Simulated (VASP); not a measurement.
Output of a VASP run:

OUTCAR:
```
 ion  position               nearest neighbor table
   1  0.000  0.000  0.000-
  LATTYP: Found a body centered cubic cell.
 ALAT       =     3.3053988118
 Subroutine PRICEL returns:
 Original cell was already a primitive cell.
 Subroutine GETGRP returns: Found 48 space group operations
The static configuration has the point symmetry O_h .
The dynamic configuration has the point symmetry O_h .
 Subroutine INISYM returns: Found 48 space group operations
 Subroutine IBZKPT returns following result:
 Found    104 irreducible k-points:

 Following reciprocal coordinates:
            Coordinates               Weight
  0.000000  0.000000  0.000000      1.000000
  0.071429  0.000000  0.000000     12.000000
  0.142857  0.000000  0.000000     12.000000
  0.214286  0.000000  0.000000     12.000000
  0.285714  0.000000  0.000000     12.000000
  0.357143  0.000000  0.000000     12.000000
  0.428571  0.000000  0.000000     12.000000
  0.500000  0.000000  0.000000      6.000000
  0.071429  0.071429  0.000000     24.000000
  0.142857  0.071429  0.000000     48.000000
  0.214286  0.071429  0.000000     48.000000
  0.285714  0.071429  0.000000     48.000000
  0.357143  0.071429  0.000000     48.000000
  0.428571  0.071429 -0.000000     48.000000
  0.142857  0.142857  0.000000     24.000000
  0.214286  0.142857  0.000000     48.000000
  0.285714  0.142857  0.000000     48.000000
  0.357143  0.142857  0.000000     48.000000
  0.428571  0.142857  0.000000     24.000000
  0.214286  0.214286  0.000000     24.000000
  0.285714  0.214286  0.000000     48.000000
  0.357143  0.214286  0.000000     48.000000
  0.285714  0.285714  0.000000     24.000000
  0.357143  0.285714  0.000000     24.000000
  0.071429  0.071429  0.071429      8.000000
  0.142857  0.071429  0.071429     24.000000
  0.214286  0.071429  0.071429     24.000000
  0.285714  0.071429  0.071429     24.000000
  0.357143  0.071429  0.071429     24.000000
  0.428571  0.071429  0.071429     12.000000
 -0.071429  0.071429  0.071429      6.000000
  0.142857  0.142857  0.071429     24.000000
  0.214286  0.142857  0.071429     48.000000
  0.285714  0.142857  0.071429     48.000000
  0.357143  0.142857  0.071429     48.000000
 -0.142857  0.142857  0.071429     24.000000
  0.214286  0.214286  0.071429     24.000000
  0.285714  0.214286  0.071429     48.000000
  0.357143  0.214286  0.071429     24.000000
 -0.214286  0.214286  0.071429     24.000000
   k-points           NKPTS =    104   k-points in BZ     NKDIM =    104   number of bands    NBANDS=     10
   number of dos      NEDOS =    301   number of ions     NIONS =      1
   total plane-waves  NPLWV =   8000
   dimension x,y,z NGX =    20 NGY =   20 NGZ =   20
   dimension x,y,z NGXF=    40 NGYF=   40 NGZF=   40
   ions per type =               1
   PREC   = accura    normal or accurate (medium, high low for compatibility)
   ISTART =      0    job   : 0-new  1-cont  2-samecut
   ICHARG =      2    charge: 1-file 2-atom 10-const
   ISPIN  =      1    spin polarized calculation?
   LNONCOLLINEAR =      F non collinear calculations
   LSORBIT =      F    spin-orbit coupling
   INIWAV =      1    electr: 0-lowe 1-rand  2-diag
   ENCUT  =  480.0 eV  35.28 Ry    5.94 a.u.   5.11  5.11  5.11*2*pi/ulx,y,z
   NELM   =    100;   NELMIN=  2; NELMDL= -5     # of ELM steps
   EDIFF  = 0.1E-06   stopping-criterion for ELM
   LREAL  =      F    real-space projection
   NLSPLINE    = F    spline interpolate recip. space projectors
   LMAXMIX     =    4 max onsite mixed and CHGCAR
   VOSKOWN=      0    Vosko Wilk Nusair interpolation
   EDIFFG = 0.1E-05   stopping-criterion for IOM
   NSW    =      0    number of steps for IOM
   NBLOCK =      1;   KBLOCK =      1    inner block; outer block
   IBRION =     -1    ionic relax: 0-MD 1-quasi-New 2-CG
   NFREE  =      0    steps in history (QN), initial steepest desc. (CG)
...
```

### OSZICAR
```
       N       E                     dE             d eps       ncg     rms          rms(c)
DAV:   1     0.108876747441E+03    0.10888E+03   -0.72347E+03  2104   0.123E+03
DAV:   2    -0.556666673684E+01   -0.11444E+03   -0.11133E+03  2236   0.426E+02
DAV:   3    -0.103814530001E+02   -0.48148E+01   -0.45171E+01  3078   0.727E+01
DAV:   4    -0.106315244665E+02   -0.25007E+00   -0.24771E+00  2928   0.154E+01
DAV:   5    -0.106392995474E+02   -0.77751E-02   -0.77705E-02  3056   0.226E+00    0.716E+00
DAV:   6    -0.102498022089E+02    0.38950E+00   -0.77243E-01  3212   0.116E+01    0.250E+00
DAV:   7    -0.102058455852E+02    0.43957E-01   -0.23201E-01  3252   0.629E+00    0.940E-01
DAV:   8    -0.102109256476E+02   -0.50801E-02   -0.12182E-02  2362   0.169E+00    0.562E-02
DAV:   9    -0.102109721460E+02   -0.46498E-04   -0.11337E-03  3614   0.372E-01    0.462E-02
DAV:  10    -0.102109906694E+02   -0.18523E-04   -0.27281E-05  2502   0.798E-02    0.166E-02
DAV:  11    -0.102109833604E+02    0.73090E-05   -0.63266E-06  2282   0.506E-02    0.298E-03
DAV:  12    -0.102109832100E+02    0.15041E-06   -0.22906E-07  2280   0.680E-03    0.131E-03
DAV:  13    -0.102109830181E+02    0.19198E-06   -0.41142E-08  1242   0.290E-03    0.364E-04
DAV:  14    -0.102109830051E+02    0.12996E-07   -0.11987E-08  1196   0.177E-03
   1 F= -.10210983E+02 E0= -.10210928E+02  d E =-.163739E-03
```

OUTCAR:
```
------------------------ aborting loop because EDIFF is reached ----------------------------------------
  FORCE on cell =-STRESS in cart. coord.  units (eV):
  Direction    XX          YY          ZZ          XY          YZ          ZX
  --------------------------------------------------------------------------------------
  Total        0.0553847      0.0553847      0.0553847      0.0000000      0.0000000     -0.0000000
  in kB        4.9142666      4.9142666      4.9142666      0.0000000      0.0000000     -0.0000000
  external PRESSURE =       4.9142666 kB  Pullay stress =       0.0000000 kB
  volume of cell :       18.06
      direct lattice vectors                 reciprocal lattice vectors
    -1.652699406  1.652699406  1.652699406     0.000000000  0.302535354  0.302535354
     1.652699406 -1.652699406  1.652699406     0.302535354  0.000000000  0.302535354
     1.652699406  1.652699406 -1.652699406     0.302535354  0.302535354  0.000000000
 POSITION                                       TOTAL-FORCE (eV/Angst)
 -----------------------------------------------------------------------------------
      0.00000      0.00000      0.00000         0.000000      0.000000      0.000000
 -----------------------------------------------------------------------------------
    total drift:                                0.000000     -0.000000      0.000000
  FREE ENERGIE OF THE ION-ELECTRON SYSTEM (eV)
  ---------------------------------------------------
  free  energy   TOTEN  =       -10.2109830051 eV

  energy  without entropy=      -10.2108192657  energy(sigma->0) =      -10.21092843
```
(Selected blocks of OUTCAR.)

File POSCAR:
```
Nb
1
   -1.6526994059     1.6526994059     1.6526994059
    1.6526994059    -1.6526994059     1.6526994059
    1.6526994059     1.6526994059    -1.6526994059
Nb
1
Direct
  0.0000000000   0.0000000000   0.0000000000
```

Q: Write an INCAR and KPOINTS that could have produced this output.

A: One answer among several that fit: the input of the run itself, PBE GGA, plane waves, VASP's PBE PAW potentials (set 64).

### KPOINTS
```
Automatic mesh
0
Gamma
14 14 14
0 0 0
```

INCAR:
```
SYSTEM=Nb
PREC=Accurate; ENCUT=480; LREAL=.FALSE.
LASPH=.TRUE.
EDIFF=1E-7; NELM=100; ALGO=Normal
LMAXMIX=4
ISMEAR=1; SIGMA=0.1
GGA=PE
ISIF=2
LWAVE=.FALSE.; LCHARG=.FALSE.
```

POTCAR, in this order: Nb_sv (PBE.64 set). Program: vasp_std.

The compound is Nb in the bcc structure. It was relaxed first.
